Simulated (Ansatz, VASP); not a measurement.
**In2Se: VASP beside Ansatz**

Aim: how closely do two programs agree when they are given the same cell, functional and k mesh? The cell is generated by rule, not measured, and may not be a known phase. The cell is taken from a series of runs on this material, whose earlier steps may have relaxed, scaled, displaced or heated it; both programs get it as it stands.

Main program and level: Ansatz 0.2.0; plane waves, with VASP 6.6.1 beside it; single point at PBEsol.

The structure was built from a prototype and need not be the compound's stable phase.

### Step 1. Set-up

The structure is orthorhombic, space group P222 (No. 16). Conventional cell: a = 6.628 Å, b = 9.374 Å, c = 9.374 Å, α = 90.00°, β = 90.00°, γ = 90.00°. Nearest to Se lie 4 In at 2.70 to 3.09 Å. Nearest to In lie 2 Se at 3.09 Å. Nearest to In lie 2 Se at 2.70 Å. In has 2 Se at 3.08 Å nearest. Nearest to In lie 2 Se at 2.73 Å. Farther neighbours and most contacts between anions are not listed.

### Step 2. Ansatz: single point, PBEsol, pair 1

Ansatz runs on its default PAW (the set named soft_2) files.

A single point gives forces, pressure and levels at one fixed geometry, so differences don't come from the geometry; what else differs is listed under the comparison.

File input.yaml:

```yaml
crystal:
  lattice:
    - [-6.6284302234, 0.0, 0.0]
    - [0.0, -6.6284302234, -6.6284302234]
    - [0.0, -6.6284302234, 6.6284302234]
  atoms:
    - { symbol: Se, position: [0.0, 0.5253786624, 0.5228309564] }
    - { symbol: Se, position: [0.0, -0.0253786624, -0.0228309564] }
    - { symbol: Se, position: [0.5, -0.0253786624, 0.5228309564] }
    - { symbol: Se, position: [0.5, 0.5253786624, -0.0228309564] }
    - { symbol: In, position: [0.75, 0.25, 0.4833589006] }
    - { symbol: In, position: [0.75, 0.75, 0.0166410994] }
    - { symbol: In, position: [0.25, 0.0184980793, 0.25] }
    - { symbol: In, position: [0.25, 0.4815019207, 0.75] }
    - { symbol: In, position: [0.25, 0.0184980793, 0.75] }
    - { symbol: In, position: [0.25, 0.4815019207, 0.25] }
    - { symbol: In, position: [0.75, 0.75, 0.4833589006] }
    - { symbol: In, position: [0.75, 0.25, 0.0166410994] }
kpoints:
  mp_grid: { grid: [6, 4, 4] }
hamiltonian:
  xc: pbesol
scf:
  occupations: { method: methfessel_paxton, width: 0.2 }
output:
  forces: true
  stress: true
  eigenvalues: true
```

The run is started by

```bash
> ansatz run input.yaml --threads 8 --pin off --max-ram 14336MiB --backend cpu --events-out ev --progress --plain --runs-dir out
```

Numbers of over 12 decimals in the logs are rounded to 6 here.

What it wrote:

```text
Engine: ansatz 0.2.0, aarch64-unknown-linux-gnu
Pseudopotentials: kind: paw
Pseudopotential: Se, paw, valence charge 16, recommended cutoff 420 eV (normal), Se.paw.azcp
Pseudopotential: In, paw, valence charge 13, recommended cutoff 420 eV (normal), In.paw.azcp
Functional definition: PBEsol
  exchange = pbesol_x
  correlation = pbesol_c
Crystal: 12 atoms, lattice volume = 582.455 Å³
Basis set: ecut = 420 eV, 11407 PW (Γ), exchange–correlation on 90×128×128 points (8 copies of the dense FFT grid, shifted against one another)
Bands: 101, of which v1, the nominal top of the filled ones, is band 84 counted from 1 (83 counted from 0)
Symmetry: 4 space group operations
Space group: P222 (ITA 16), of the structure as read, at distance tolerance 8.4e-5 Å
k-points: 36 of 96 (time reversal used)
Non-local potential: Se, projectors of the file, l = 0: 2, l = 1: 2, l = 2: 3, l = 3: 1
Non-local potential: In, projectors of the file, l = 0: 2, l = 1: 2, l = 2: 2, l = 3: 2
PAW form: soft (Blöchl's): semilocal exchange-correlation on the pseudo side does not see the compensation charge
PAW frozen core: Se, regenerated for the run's functional, and the local potential with it (the file was generated under x = pbe(κ = 0.804, μ = 0.219515), c = pbe(β = 0.066725))
PAW frozen core: In, regenerated for the run's functional, and the local potential with it (the file was generated under x = pbe(κ = 0.804, μ = 0.219515), c = pbe(β = 0.066725))
PAW one-centre angular grid: Se, 590 points (default); XC on 64 Gauss nodes
PAW one-centre angular grid: In, 590 points (default); XC on 64 Gauss nodes
Initial density: superposition of atomic densities (neutral atoms: chi_scale 0, normalization atom), corrected by the library's trained network
Initial wavefunctions: pseudopotential atomic-orbital guess
Functional: x = pbesol(κ = 0.804, μ = 0.123457), c = pbesol(β = 0.046)
SCF iter   1: F=—  HF=-65894.949873 eV  |F-HF|=—  |Δ(HF+E_count)|=         —  Δρ=3.09e-3  dr2=7.18e-2  ethr=1.77e-3  ⟨swp⟩=6.0  Hψ=14263  notcnv=0
preconditioner: auto → LDOS  [metal: Δε(μ)=0.017 eV  Ē_g=12.736 eV  σ=0.200 eV  W_gap=0.07  n_scr=104 (ndim 8)  ℏωp=17.4 eV  f_vac=0.183  D(μ)=12.71/eV (n_scr^D=68)  β→1.0]
SCF iter   2: F=—  HF=-65894.951875 eV  |F-HF|=—  |Δ(HF+E_count)|=   2.00e-3  S|Δr|=    0.00e0  Δρ=2.36e-3  dr2=3.21e-2  ethr=4.27e-5  ⟨swp⟩=2.0  Hψ=6540  notcnv=0  defer=1
SCF iter   3: F=—  HF=-65894.940391 eV  |F-HF|=—  |Δ(HF+E_count)|=   1.15e-2  S|Δr|=    0.00e0  Δρ=4.84e-4  dr2=2.75e-3  ethr=1.91e-5  ⟨swp⟩=2.0  Hψ=5754  notcnv=0  defer=1
SCF iter   4: F=—  HF=-65894.940933 eV  |F-HF|=—  |Δ(HF+E_count)|=   5.42e-4  S|Δr|=    0.00e0  Δρ=1.52e-4  dr2=3.69e-4  ethr=1.64e-6  ⟨swp⟩=2.0  Hψ=5220  notcnv=0  defer=1
SCF iter   5: F=—  HF=-65894.940944 eV  |F-HF|=—  |Δ(HF+E_count)|=   1.19e-5  S|Δr|=    0.00e0  Δρ=4.75e-5  dr2=3.02e-5  ethr=2.20e-7  ⟨swp⟩=2.0  Hψ=5326  notcnv=0  defer=1
SCF iter   6: F=—  HF=-65894.941127 eV  |F-HF|=—  |Δ(HF+E_count)|=   1.83e-4  S|Δr|=    0.00e0  Δρ=1.69e-5  dr2=5.44e-6  ethr=1.80e-8  ⟨swp⟩=2.0  Hψ=6534  notcnv=0  defer=1
SCF iter   7: F=—  HF=-65894.941129 eV  |F-HF|=—  |Δ(HF+E_count)|=   2.16e-6  S|Δr|=    0.00e0  Δρ=6.91e-6  dr2=5.21e-7  ethr=3.24e-9  ⟨swp⟩=2.0  Hψ=6539  notcnv=0  defer=1
SCF iter   8: F=—  HF=-65894.941130 eV  |F-HF|=—  |Δ(HF+E_count)|=   2.26e-7  S|Δr|=    0.00e0  Δρ=3.73e-6  dr2=1.85e-7  ethr=5.95e-11  ⟨swp⟩=10.4  Hψ=15845  notcnv=0
SCF iter   9: F=-65894.941130 eV  HF=-65894.941130 eV  |F-HF|=2.31e-9  |Δ(HF+E_count)|=   2.37e-9  S|Δr|=    0.00e0  Δρ=1.01e-6  dr2=1.74e-8  ethr=5.95e-11  ⟨swp⟩=4.0  Hψ=10669  notcnv=0
SCF 1 converged in 9 iterations: F = -65894.941130 eV  dr2 = 1.74e-8
  greatest PAW one-centre occupation: 1.000 electrons in one spin orbital (limit 2), on the Se atom at site 3 (counted from 0), in its partial waves of l = 2
SCF converged after 9 iterations
Stability not checked: this state was not tested for a lower state beside it, because cold or Methfessel-Paxton smearing, or corrected tetrahedra, fill the levels in a way that the test cannot read (fill_not_monotonic; see scf.lower_state_search)
Free energy (F): -65894.941130 eV
Harris-Foulkes:  -65894.941130 eV  (|F-HF|=2.31e-9)
Internal energy: -65894.914208 eV  (E = F + TS)
E sigma→0 (E₀):  -65894.934399 eV
Entropy (-TS):   -0.026921 eV (-2.243 meV/atom)
Fermi energy:    3.513117 eV
--- Per-component energies (eV) ---
  E_band       = -2729.174974
  E_kinetic    = 2381.256290
  E_local      = -25782.487265  (includes V_loc(G=0)·N_el)
  E_nonlocal   = 568.071319
  E_hartree    = 11387.073245
  E_xc         = -2113.526640
  E_vxc        = -1177.190888  (∫ρ·V_xc dr)
  E_paw        = -40107.448727  (= ΣΔE_a)
  E_vpaw       = -1492.961012  (= ΣTr[D̂ρ^β])
  E_aug_tail   = -0.002167  (compensation charges beyond the density's cutoff)
  E_ewald      = -12233.771284
  E_core_change = 5.921022  (= ΣΔE_core)
  E_smearing   = -0.026921  (= −TS)
  E_closure    = 0.000000  (closes the sum)
  Σ components = -65894.941130   (vs F -65894.941130, Δ=0.00e0)
--- Forces (eV/Å), atoms counted from 1 ---
  atom   1  Se    -0.01372145    -0.40886438     0.01375947
  atom   2  Se    -0.01372145     0.40886438    -0.01375947
  atom   3  Se     0.01372145    -0.01375947     0.40886438
  atom   4  Se     0.01372145     0.01375947    -0.40886438
  atom   5  In    -0.00000000     0.18016372    -0.18016372
  atom   6  In     0.00000000    -0.44824952     0.44824952
  atom   7  In     0.00000000    -0.20169741    -0.20169741
  atom   8  In     0.00000000     0.45012520     0.45012520
  atom   9  In     0.00000000    -0.45012520    -0.45012520
  atom  10  In     0.00000000     0.20169741     0.20169741
  atom  11  In     0.00000000     0.44824952    -0.44824952
  atom  12  In     0.00000000    -0.18016372     0.18016372
  max |Σ_I F_I| component: 1.94e-16 eV/Å
--- Stress (GPa, compression-positive) ---
       -1.056860      -0.000000       0.000000
       -0.000000      -1.054791       0.043195
        0.000000       0.043195      -1.054791
  P = ⅓ Tr σ = -1.0555 GPa (-10.555 kbar)
--- Band table (eV; the first three rows and the last of 36) ---
  k-point 0: bands = [... 80 lower, 2.1793, 2.9248, 3.1333, 3.1544, 3.3503, 3.9613, 4.1026, 4.6629, ... 13 higher]
  k-point 1: bands = [... 80 lower, 2.2131, 2.9414, 2.9971, 3.0650, 3.4970, 3.8812, 4.0293, 4.1829, ... 13 higher]
  k-point 2: bands = [... 80 lower, 2.3531, 2.5842, 2.8233, 3.4582, 3.5354, 3.6387, 3.7991, 4.1021, ... 13 higher]
  k-point 35: bands = [... 80 lower, 2.0206, 2.7007, 2.7774, 3.4117, 3.9576, 4.0932, 4.1035, 4.6583, ... 13 higher]
```

The run ends at a pressure of -1.06 GPa, with forces up to 0.64 eV/Å.

### Step 3. VASP: single point, PBEsol, pair 1

The same cell, functional, mesh and smearing now go to VASP, with its own data sets.

Lines of VASP's logs that name or quote its potential files are left out, and so is its time.

File INCAR:

```
SYSTEM = In2Se
PREC = Accurate
ENCUT = 500
EDIFF = 1E-06
NELM = 120
ISMEAR = 1
SIGMA = 0.2
LREAL = .FALSE.
ALGO = Normal
GGA = PS
NBANDS = 79
LORBIT = 11
LWAVE = .FALSE.
LCHARG = .FALSE.
ISIF = 2
LASPH = .TRUE.
GGA_COMPAT = .FALSE.
KPAR = 2
```

File POSCAR:

```
In2Se
1.0
   -6.6284302234      0.0000000000      0.0000000000
    0.0000000000     -6.6284302234     -6.6284302234
    0.0000000000     -6.6284302234      6.6284302234
Se In
4 8
Direct
    0.0000000000      0.5253786624      0.5228309564
    0.0000000000      0.9746213376      0.9771690436
    0.5000000000      0.9746213376      0.5228309564
    0.5000000000      0.5253786624      0.9771690436
    0.7500000000      0.2500000000      0.4833589006
    0.7500000000      0.7500000000      0.0166410994
    0.2500000000      0.0184980793      0.2500000000
    0.2500000000      0.4815019207      0.7500000000
    0.2500000000      0.0184980793      0.7500000000
    0.2500000000      0.4815019207      0.2500000000
    0.7500000000      0.7500000000      0.4833589006
    0.7500000000      0.2500000000      0.0166410994
```

File KPOINTS:

```
Automatic mesh
0
Gamma
6 4 4
0 0 0
```

Potentials, in the order of the species: Se and In_d (PBE family, release 64).

The run is started by

```bash
> mpirun -np 2 vasp_std
```

What it wrote:

```text
[banner, memory and clock lines left out]
running    2 mpi-ranks, on    1 nodes
 distrk:  each k-point on    1 cores,    2 groups
 distr:  one band on    1 cores,    1 groups

 POSCAR found type information on POSCAR SeIn
 POSCAR found :  2 types and      12 ions
|                                                                             |
|               ----> ADVICE to this user running VASP <----                  |
|                                                                             |
|     You enforced a specific xc type in the INCAR file but a different       |
|     [... a line on the potential file left out ...]
|     I HOPE YOU KNOW WHAT YOU ARE DOING!                                     |
|                                                                             |

 LDA part: xc-table for (Slater+PW92), standard interpolation
 POSCAR, INCAR and KPOINTS ok, starting setup
 FFT: planning ... GRIDC
 FFT: planning ... GRID_SOFT
 FFT: planning ... GRID
 WAVECAR not read
 entering main loop
       N       E                     dE             d eps       ncg     rms          rms(c)
DAV:   1     0.120643370701E+04    0.12064E+04   -0.53873E+04  5688   0.158E+03
DAV:   2     0.138872082219E+03   -0.10676E+04   -0.10381E+04  5752   0.416E+02
DAV:   3    -0.219442484833E+02   -0.16082E+03   -0.15346E+03  6718   0.183E+02
DAV:   4    -0.365030258863E+02   -0.14559E+02   -0.13963E+02  6673   0.523E+01
DAV:   5    -0.372170360877E+02   -0.71401E+00   -0.71088E+00  6898   0.107E+01    0.983E+00
DAV:   6    -0.340889087329E+02    0.31281E+01   -0.57211E+00  7956   0.139E+01    0.506E+00
DAV:   7    -0.341968209977E+02   -0.10791E+00   -0.26666E+00  7053   0.572E+00    0.256E+00
DAV:   8    -0.341648576193E+02    0.31963E-01   -0.21900E-01  8066   0.227E+00    0.169E+00
DAV:   9    -0.341541049132E+02    0.10753E-01   -0.40502E-02  7159   0.946E-01    0.523E-01
DAV:  10    -0.341543312328E+02   -0.22632E-03   -0.82928E-03  7851   0.430E-01    0.222E-01
DAV:  11    -0.341552095139E+02   -0.87828E-03   -0.21455E-03  8012   0.206E-01    0.649E-02
DAV:  12    -0.341552483115E+02   -0.38798E-04   -0.28853E-04  7258   0.101E-01    0.284E-02
DAV:  13    -0.341552728004E+02   -0.24489E-04   -0.60279E-05  6827   0.401E-02    0.108E-02
DAV:  14    -0.341552827758E+02   -0.99754E-05   -0.12242E-05  6559   0.166E-02    0.495E-03
DAV:  15    -0.341552851697E+02   -0.23939E-05   -0.42799E-06  5019   0.145E-02    0.367E-03
DAV:  16    -0.341552854282E+02   -0.25850E-06   -0.52663E-07  4110   0.520E-03
   1 F= -.34155285E+02 E0= -.34146481E+02  d E =-.264128E-01
```

OUTCAR, selected parts (step 3):

```text
ion  position               nearest neighbor table
   1  0.000  0.525  0.523-  11 2.70   8 2.73  10 3.08   5 3.09
   2  0.000  0.975  0.977-   6 2.70   9 2.73   7 3.08  12 3.09
   3  0.500  0.975  0.523-  11 2.70   9 2.73   7 3.08   5 3.09
   4  0.500  0.525  0.977-   6 2.70   8 2.73  10 3.08  12 3.09
   5  0.750  0.250  0.483-   1 3.09   3 3.09
   6  0.750  0.750  0.017-   2 2.70   4 2.70
   7  0.250  0.018  0.250-   2 3.08   3 3.08
   8  0.250  0.482  0.750-   1 2.73   4 2.73
   9  0.250  0.018  0.750-   2 2.73   3 2.73
  10  0.250  0.482  0.250-   1 3.08   4 3.08
  11  0.750  0.750  0.483-   1 2.70   3 2.70
  12  0.750  0.250  0.017-   2 3.09   4 3.09

  LATTYP: Found a simple tetragonal cell.
 ALAT       =     9.3740159192
 C/A-ratio  =     0.7071067812

 Subroutine GETGRP returns: Found  4 space group operations
 (whereof  1 operations were pure point group operations)

The static configuration has the point symmetry C_1 .
 The point group associated with its full space group is D_2 .

 Found     36 irreducible k-points:

   k-points           NKPTS =     36   k-points in BZ     NKDIM =     36   number of bands    NBANDS=     79

   dimension x,y,z NGX =    48 NGY =   70 NGZ =   70
   dimension x,y,z NGXF=    96 NGYF=  140 NGZF=  140

   ENCUT  =  500.0 eV  36.75 Ry    6.06 a.u.  12.09 17.09 17.09*2*pi/ulx,y,z

   NELECT =     128.0000    total number of electrons

 k-points in reciprocal lattice and weights: Automatic mesh
   0.00000000  0.00000000  0.00000000       0.010
   0.16666667  0.00000000  0.00000000       0.021
   0.33333333  0.00000000  0.00000000       0.021
   0.50000000  0.00000000  0.00000000       0.010
   0.00000000  0.25000000  0.00000000       0.021
   0.00000000  0.00000000  0.25000000       0.021
   0.16666667  0.25000000  0.00000000       0.042
   0.16666667  0.00000000  0.25000000       0.042
   0.33333333  0.25000000  0.00000000       0.042
[...]
0.33333333  0.50000000  0.50000000       0.021
   0.50000000  0.50000000  0.50000000       0.010

 average (electrostatic) potential at core
       1 -56.4639       2 -56.4639       3 -56.4639       4 -56.4639       5 -99.5958
       6 -99.6758       7 -99.5970       8 -99.6549       9 -99.6549      10 -99.5970
      11 -99.6758      12 -99.5958

 E-fermi :   1.7371

 k-point     1 :       0.0000    0.0000    0.0000
  band No.  band energies     occupation
    ...
     61       0.4050      2.00000
     62       1.1486      2.00026
     63       1.3604      2.02288
     64       1.3814      2.03055
     65       1.5730      1.99021
     66       2.1891     -0.00632
     67       2.3264     -0.00025
     68       2.8863     -0.00000
     69       3.0268     -0.00000
     70       3.0513     -0.00000
    ...

 k-point     2 :       0.1667    0.0000    0.0000
  band No.  band energies     occupation
    ...
     61       0.4449      2.00000
     62       1.1942      2.00084
     63       1.3287      2.01393
     64       1.5166      2.06551
     65       1.6152      1.84848
     66       1.9398     -0.05297
     67       2.2911     -0.00064
     68       2.5214     -0.00000
     69       2.7543     -0.00000
     70       3.1456     -0.00000
    ...

 k-point     3 :       0.3333    0.0000    0.0000
  band No.  band energies     occupation
    ...
     61       0.6582      2.00000
     62       1.0342      2.00001
     63       1.4147      2.04501
     64       1.7452      0.93184
     65       1.7533      0.86301
     66       1.8417      0.23523
     67       2.0955     -0.02949
     68       2.3035     -0.00046
     69       2.5201     -0.00000
     70       2.6640     -0.00000
    ...

  Total       -3.8564874     -3.8619504     -3.8619504      0.0000000      0.1559574      0.0000000
  in kB      -10.6081692    -10.6231964    -10.6231964      0.0000000      0.4289972      0.0000000
  external PRESSURE =     -10.6181874 kB  Pullay stress =       0.0000000 kB

  energy-cutoff  :      500.00
  volume of cell :      582.45
      direct lattice vectors                 reciprocal lattice vectors
    -6.628430223  0.000000000  0.000000000    -0.150865283  0.000000000  0.000000000
     0.000000000 -6.628430223 -6.628430223     0.000000000 -0.075432641 -0.075432641
     0.000000000 -6.628430223  6.628430223     0.000000000 -0.075432641  0.075432641

 POSITION                                       TOTAL-FORCE (eV/Angst)
 -----------------------------------------------------------------------------------
      0.00000     -6.94798     -0.01689        -0.013476     -0.408963      0.013662
      0.00000    -12.93731      0.01689        -0.013476      0.408963     -0.013662
     -3.31422     -9.92576     -2.99466         0.013476     -0.013662      0.408963
     -3.31422     -9.95953      2.99466         0.013476      0.013662     -0.408963
     -4.97132     -4.86102      1.54680         0.000000      0.180361     -0.180361
     -4.97132     -5.08163     -4.86102         0.000000     -0.448416      0.448416
     -1.65711     -1.77972      1.53449        -0.000000     -0.202039     -0.202039
     -1.65711     -8.16292      1.77972         0.000000      0.450694      0.450694
     -1.65711     -5.09394      4.84871         0.000000     -0.450694     -0.450694
     -1.65711     -4.84871     -1.53449         0.000000      0.202039      0.202039
     -4.97132     -8.17523     -1.76741         0.000000      0.448416     -0.448416
     -4.97132     -1.76741     -1.54680        -0.000000     -0.180361      0.180361
 -----------------------------------------------------------------------------------
    total drift:                               -0.000000      0.000000      0.000000

  FREE ENERGIE OF THE ION-ELECTRON SYSTEM (eV)
  ---------------------------------------------------
  free  energy   TOTEN  =       -34.1552854282 eV

  energy  without entropy=      -34.1288726216  energy(sigma->0) =      -34.14648116

 total charge
# of ion       s       p       d       tot
------------------------------------------
    1        1.493   2.269   0.019   3.781
    2        1.493   2.269   0.019   3.781
    3        1.493   2.269   0.019   3.781
    4        1.493   2.269   0.019   3.781
    5        1.139   0.226   9.843  11.208
    6        1.058   0.356   9.858  11.272
    7        1.138   0.228   9.844  11.210
    8        1.065   0.344   9.856  11.265
    9        1.065   0.344   9.856  11.265
   10        1.138   0.228   9.844  11.210
   11        1.058   0.356   9.858  11.272
   12        1.139   0.226   9.843  11.208
--------------------------------------------------
tot         14.771  11.384  78.877 105.033

[... 3 further parts left out ...]
```

The k-mesh is coarse for a metal.

The run ends at a pressure of -1.06 GPa, with forces up to 0.64 eV/Å.

### Step 4. Differences

Known differences besides the potentials themselves: the data sets hold 168 valence electrons in Ansatz (on its default PAW (the set named soft_2) files) and 128 in VASP; the cutoff is 420 eV in Ansatz and 500 eV in VASP; Ansatz makes its cores anew for this functional, VASP keeps those of its PBE data sets. Total energies have different zeros and are not compared.

Both answers:

```csv
quantity,Ansatz,VASP,difference
pressure (GPa),-1.06,-1.06,+0.01
```

Forces on 8 of the 12 atoms, those with the largest forces and the largest differences (eV/Å; atoms numbered as in POSCAR):

```csv
atom,"Ansatz x, y, z","VASP x, y, z"
Se1,"-0.014, -0.409, 0.014","-0.013, -0.409, 0.014"
Se3,"0.014, -0.014, 0.409","0.013, -0.014, 0.409"
Se4,"0.014, 0.014, -0.409","0.013, 0.014, -0.409"
In6,"0.000, -0.448, 0.448","0.000, -0.448, 0.448"
In7,"0.000, -0.202, -0.202","0.000, -0.202, -0.202"
In8,"0.000, 0.450, 0.450","0.000, 0.451, 0.451"
In9,"0.000, -0.450, -0.450","0.000, -0.451, -0.451"
In11,"0.000, 0.448, -0.448","0.000, 0.448, -0.448"
```

The forces differ by 0.3 meV/Å r.m.s., which is 0.1 % of the r.m.s. force of 0.268 eV/Å (both taken over all components).

(Continued in part 2 of 2.)

[Lines on the potential files, build, host, timing and source positions are cut from VASP's logs without a mark.]

[Logs are printed without paths, hosts, clocks, repeated set-up lines and the standing remarks that a program may print on its own settings, such as how far it seeks lower states.]

[Hosts, paths, dates, database ids (printed as entryN), source tags and the programs' standing remarks are cut or masked in the printed files.]
